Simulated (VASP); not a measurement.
Input of a VASP 6.6.1 run:

INCAR

```
PREC = Accurate
ENCUT = 350
EDIFF = 1E-5
ISMEAR = 0
SIGMA = 0.03
LREAL = Auto
LASPH = True
NELM = 120
ALGO = Normal
ISIF = 2
LWAVE = False
LCHARG = False
ISPIN = 2
MAGMOM = 0 0 0 0 0 0 0 0 0 0 0 0 0 0 0 0 0 0 0 0 0 0 0 0
LORBIT = 11
NUPDOWN = 0
LMAXMIX = 4
LDAU = True
LDAUTYPE = 2
LDAUL = 2 -1 -1
LDAUU = 3 0 0
LDAUJ = 0 0 0
LDAUPRINT = 1
GGA = PS
NBANDS = 130
NELECT = 216.0
ISYM = 0
KPAR = 4
```

Contents of KPOINTS:

```
Automatic mesh
0
Gamma
  2 3 3
```

POSCAR

```
TiGa11As12                              
1.0
    0.0000000000      8.4805500000      8.4805500000
    5.6537000000      0.0000000000      5.6537000000
    5.6537000000      5.6537000000      0.0000000000
  Ti              Ga              As            
     1    11    12
Direct
     0.9868228933179070    0.0090710784219056    0.0044177211576692
     0.0024183149389905    0.9975509727484014    0.4985553757025024
     0.0034068648895037    0.4960147905272856    0.0034825860741101
     0.0030684555361021    0.4969748850463181    0.4959389561351072
     0.3325574193729763    0.0007516826622592    0.0041363624109914
     0.3347019198161537    0.9995499654489781    0.4989167475967642
     0.3345072282586680    0.4972546684485927    0.0022379750766228
     0.3308371507728735    0.5015771757573013    0.5036084001489104
     0.6688281017596814    0.9963898517686494    0.9985349993750104
     0.6621512873448810    0.9993148325845042    0.5091566576557633
     0.6634179549919528    0.5068821755328458    0.0005277100261394
     0.6658480692157560    0.5010646435617954    0.5021469388545736
     0.0845730795629651    0.1203346066941651    0.1237500801478724
     0.0846512897548793    0.1207295822059702    0.6261545972881183
     0.0848212211606829    0.6321609523754910    0.1196701921418601
     0.0816535366369080    0.6235856178993564    0.6282566790902024
     0.4193056402806504    0.1227899186259448    0.1240567086191674
     0.4128193160049838    0.1261829937207508    0.6308412060377442
     0.4139030838916671    0.6278483178053451    0.1281748122796229
     0.4161938929558497    0.6246864562873792    0.6270525859409490
     0.7342920948582338    0.1329296654378674    0.1352594381017364
     0.7515405824908820    0.1257605477396372    0.6246090490883061
     0.7522758011285848    0.6230888982656710    0.1268213086336105
     0.7509218010582702    0.6244087204335931    0.6255969124166337
```

Potentials or basis: VASP PAW PBE potentials, release 64 (Ti_sv, Ga_d, As).

Command:

```bash
$ cat potpaw_PBE.64/Ti_sv/POTCAR potpaw_PBE.64/Ga_d/POTCAR potpaw_PBE.64/As/POTCAR > POTCAR
$ mpirun -np 4 vasp_std > vasp.out
```

Problem. Estimate the largest force.

Solution. 0.097 eV/Å.

Forces in eV/Å, atoms in the order of the input:
```
Ti  -0.036  0.020  0.048
Ga   0.010 -0.022  0.094
Ga  -0.030  0.070 -0.018
Ga  -0.063  0.033  0.020
Ga   0.035 -0.062 -0.046
Ga   0.050 -0.056 -0.010
Ga   0.035 -0.014 -0.022
Ga  -0.035  0.009  0.004
Ga   0.035 -0.057 -0.015
Ga   0.008  0.009  0.048
Ga   0.002  0.042 -0.015
Ga  -0.031  0.010  0.008
As   0.014 -0.079 -0.016
As   0.076  0.055 -0.004
As   0.014  0.017 -0.032
As  -0.008 -0.024 -0.035
As  -0.032  0.035  0.004
As  -0.014  0.018 -0.004
As  -0.008  0.002  0.024
As  -0.013  0.011  0.012
As   0.004  0.049  0.054
As  -0.024 -0.027 -0.054
As  -0.019 -0.024 -0.043
As   0.030 -0.016 -0.003
```

Caveat: the PAW data sets were made with another functional, which shifts forces and pressure a little; the total moment is fixed, so each spin has its own Fermi level; the U is typed as a test and isn't derived for this compound. The state reached can hang on the start; a lower one may exist.
